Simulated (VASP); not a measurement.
Output of a VASP run:

**OSZICAR**
```
       N       E                     dE             d eps       ncg     rms          rms(c)
DAV:   1     0.545834943491E+03    0.54583E+03   -0.18309E+04 28193   0.875E+02
DAV:   2     0.419274231642E+02   -0.50391E+03   -0.43135E+03 20434   0.304E+02
DAV:   3    -0.451627709100E+02   -0.87090E+02   -0.84972E+02 22052   0.893E+01
DAV:   4    -0.484146364602E+02   -0.32519E+01   -0.32451E+01 22828   0.175E+01
DAV:   5    -0.484471267113E+02   -0.32490E-01   -0.32482E-01 25460   0.176E+00    0.158E+01
DAV:   6    -0.424088629285E+02    0.60383E+01   -0.14765E+00 30758   0.245E+01    0.562E+00
DAV:   7    -0.423873191718E+02    0.21544E-01   -0.12677E+00 22839   0.306E+00    0.337E+00
DAV:   8    -0.422901791566E+02    0.97140E-01   -0.13659E-01 22892   0.130E+00    0.631E-01
DAV:   9    -0.422814019714E+02    0.87772E-02   -0.39933E-03 28599   0.696E-01    0.111E-01
DAV:  10    -0.422816911364E+02   -0.28917E-03   -0.33492E-03 25063   0.197E-01    0.435E-02
DAV:  11    -0.422816790072E+02    0.12129E-04   -0.59082E-05 28893   0.721E-02    0.301E-02
DAV:  12    -0.422816724761E+02    0.65311E-05   -0.10217E-05 23477   0.122E-02    0.151E-02
DAV:  13    -0.422816713286E+02    0.11475E-05   -0.35578E-06 25221   0.701E-03    0.280E-03
DAV:  14    -0.422816713131E+02    0.15581E-07   -0.10358E-07 19704   0.230E-03
   1 F= -.42281671E+02 E0= -.42281671E+02  d E =-.288604E-50
 imaginary and real dielectric function
```

OUTCAR:
```
------------------------ aborting loop because EDIFF is reached ----------------------------------------
  FORCE on cell =-STRESS in cart. coord.  units (eV):
  Direction    XX          YY          ZZ          XY          YZ          ZX
  --------------------------------------------------------------------------------------
  Total       -0.0826164     -0.0826164     -0.0284885     -0.0000000      0.0000000      0.0000000
  in kB       -1.8501885     -1.8501885     -0.6379989     -0.0000000      0.0000000      0.0000000
  external PRESSURE =      -1.4461253 kB  Pullay stress =       0.0000000 kB
  volume of cell :       71.54
      direct lattice vectors                 reciprocal lattice vectors
     4.731316946  0.000000000  0.000000000     0.211357643  0.000000000  0.000000000
     0.000000000  4.731316946  0.000000000     0.000000000  0.211357643  0.000000000
     0.000000000  0.000000000  3.195925890     0.000000000  0.000000000  0.312898370
 POSITION                                       TOTAL-FORCE (eV/Angst)
 -----------------------------------------------------------------------------------
      2.36566      2.36566      1.59796         0.000000     -0.000000      0.000000
      0.00000      0.00000      0.00000         0.000000     -0.000000      0.000000
      0.91814      3.81318      1.59796        -0.011623      0.011623      0.000000
      3.81318      0.91814      1.59796         0.011623     -0.011623      0.000000
      3.28380      3.28380      0.00000        -0.011623     -0.011623      0.000000
      1.44752      1.44752      0.00000         0.011623      0.011623      0.000000
 -----------------------------------------------------------------------------------
    total drift:                                0.000000      0.000000      0.000000
  FREE ENERGIE OF THE ION-ELECTRON SYSTEM (eV)
  ---------------------------------------------------
  free  energy   TOTEN  =       -42.2816713131 eV

  energy  without entropy=      -42.2816713131  energy(sigma->0) =      -42.28167131

 plasma frequency squared (from intraband transitions) (eV^2)
  --------------------------------------------------------------------------------------
       0.000       0.000       0.000
       0.000       0.000       0.000
       0.000       0.000       0.000

 plasma frequency squared (from interband transitions, int dw w eps(2)(w)) (eV^2)
  --------------------------------------------------------------------------------------
     657.878       0.000      -0.000      -0.000       0.000       0.000
      -0.000       0.000     657.878       0.000       0.000       0.000
       0.000       0.000       0.000       0.000     659.494       0.000
```
(Selected blocks of OUTCAR.)

POSCAR:
```
SnO2
1
    4.7313169465     0.0000000000     0.0000000000
    0.0000000000     4.7313169465     0.0000000000
    0.0000000000     0.0000000000     3.1959258898
Sn O
2 4
Direct
  0.5000000000   0.5000000000   0.5000000000
  0.0000000000   1.0000000000   1.0000000000
  0.1940560086   0.8059439914   0.5000000000
  0.8059439914   0.1940560086   0.5000000000
  0.6940560086   0.6940560086   0.0000000000
  0.3059439914   0.3059439914   1.0000000000
```

Task: Reconstruct the remaining input files.

Result: This is not unique; one that fits is the input of the run itself, LDA (Ceperley-Alder, Perdew-Zunger), plane waves, VASP's LDA PAW potentials (set 64).

**KPOINTS**
```
Automatic mesh
0
Gamma
9 9 12
0 0 0
```

**INCAR**
```
! general
SYSTEM   =  SnO2
PREC     =  Accurate
ENCUT    =  520
LREAL    =  F
LASPH    =  T
NBANDS   =  93

! electronic loop
EDIFF    =  1E-7
NELM     =  100
ALGO     =  Normal
LMAXMIX  =  4

! smearing
ISMEAR   =  0
SIGMA    =  0.01

! output
LWAVE    =  F
LCHARG   =  F
NEDOS    =  1001

! other
LOPTICS  =  T
CSHIFT   =  0.1
```

POTCAR, in this order: Sn_d O (LDA.64 set). Program: vasp_std.

The dielectric response may not be converged in the k-mesh; for small gaps it tends to come out too large.

The structure comes from a computed database's SnO2 entry (P4_2/mnm); how it stands against other phases isn't given here. It was relaxed first.
